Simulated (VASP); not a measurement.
An input for Ansatz (written as the equivalent of a VASP run, and not itself run):

Ansatz 0.2 input:
```yaml
crystal:
  lattice:
    - [2.7803310, 0.0000000, 0.0000000]
    - [-1.3901655, 2.4078371, 0.0000000]
    - [0.0000000, 0.0000000, 6.9089564]
  atoms:
    - { symbol: W, position: [0.3333330, 0.6666670, 0.0351584] }
    - { symbol: W, position: [0.6666670, 0.3333330, 0.5351584] }
    - { symbol: O, position: [0.3333330, 0.6666670, 0.3398416] }
    - { symbol: O, position: [0.6666670, 0.3333330, 0.8398416] }
kpoints:
  mp_grid: { grid: [11, 11, 4] }
hamiltonian:
  xc: r2scan
  pseudopotentials: { kind: paw }
scf:
  occupations: { method: methfessel_paxton, width: 0.1 }
  max_iter: 100
relax:
  max_steps: 60
  f_tol: 0.02
  cell: {}
output: { forces: true, stress: true, eigenvalues: true }
```

**Question.** Translate this input to VASP (INCAR, KPOINTS, POSCAR, choice of POTCAR).

**Answer.** Several could match; the one computed here: 
POSCAR:
```
WO
1.0
  2.7803309515   0.0000000000   0.0000000000
 -1.3901654758   2.4078370854   0.0000000000
  0.0000000000   0.0000000000   6.9089564216
W O
2 2
Cartesian
 -0.0000013902   1.6052255262   0.2429080110
  1.3901668659   0.8026115592   3.6973862218
 -0.0000013902   1.6052255262   2.3479506471
  1.3901668659   0.8026115592   5.8024288579
```

File KPOINTS:
```
Automatic
0
gamma
  11 11 4
0 0 0
```

### INCAR
```
NELM = 100
ALGO = Normal   ! blocked Davidson
LASPH = T
ISMEAR = 1
LCHARG = F
NSW = 60
ENCUT = 520   ! plane-wave cut-off (eV)
SIGMA = 0.1
SYSTEM = WO
IBRION = 2   ! conjugate gradients
LMIXTAU = T
LWAVE = F
EDIFF = 1E-6   ! SCF stop (eV)
LREAL = F
ISIF = 3   ! ions, shape and volume
METAGGA = R2SCAN
EDIFFG = -0.02
LMAXMIX = 6   ! l cut-off of mixed one-centre charges
PREC = Accurate
```

POTCAR, in this order: W_sv O (PBE.64 set). Program: vasp_std.

Limits of the translation: each code has its own PAW files, so the cut-off isn't converted (ENCUT is set for VASP's; basis.ecutwfc is left out, and Ansatz then takes the one that its files recommend); Ansatz stops its SCF on the density residual and VASP on the energy change (EDIFF).

The structure was generated: WO was put into the wurtzite type (P6_3mc), which need not be its known phase. This run relaxes it. Symmetry was kept, so distortions that lower it aren't found. The start is the result of an earlier pass.
